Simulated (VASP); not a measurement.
Here is the system:

```xyz
8
Lattice="4.2326 0.0000 0.0000 0.0000 4.2326 0.0000 0.0000 0.0000 12.0377" Properties=species:S:1:pos:R:3 pbc="T T T"
Pb     0.0000     0.0000     3.0682
Pb     0.0000     0.0000     8.9695
Pb     2.1163     2.1163    12.0377
Pb     2.1163     2.1163     6.0189
Se     2.1163     2.1163     3.0233
Se     2.1163     2.1163     9.0145
Se     0.0000     4.2326    12.0377
S      0.0000     4.2326     6.0189
```

The numbers are results of LDA (Ceperley-Alder, Perdew-Zunger), VASP's LDA PAW potentials (set 64) (plane waves; VASP 6.6.1), not measurements. Run with 400 eV cut-off, 6×6×2 Γ-centred mesh, tetrahedra with Blöchl corrections, potentials Pb_d Se S.

The cores are frozen, which limits the accuracy of field gradients.

Task: Give the principal components of the electric field gradient (V/Å²) and the asymmetry η at each nucleus.

Result: 
```tsv
atom	Vxx	Vyy	Vzz	η
Pb1	-25.3	-25.3	50.5	0.00
Pb2	-25.3	-25.3	50.5	0.00
Pb3	-39.2	-39.2	78.5	0.00
Pb4	38.2	38.2	-76.3	0.00
Se5	5.6	5.6	-11.2	0.00
Se6	5.6	5.6	-11.2	0.00
Se7	-0.9	-0.9	1.7	0.00
S8	-2.9	-2.9	5.9	0.00
```

The structure comes from a computed database's Pb4Se3S entry (P4/mmm); how it stands against other phases isn't given here. It was relaxed first, which changed the volume by -7 %.
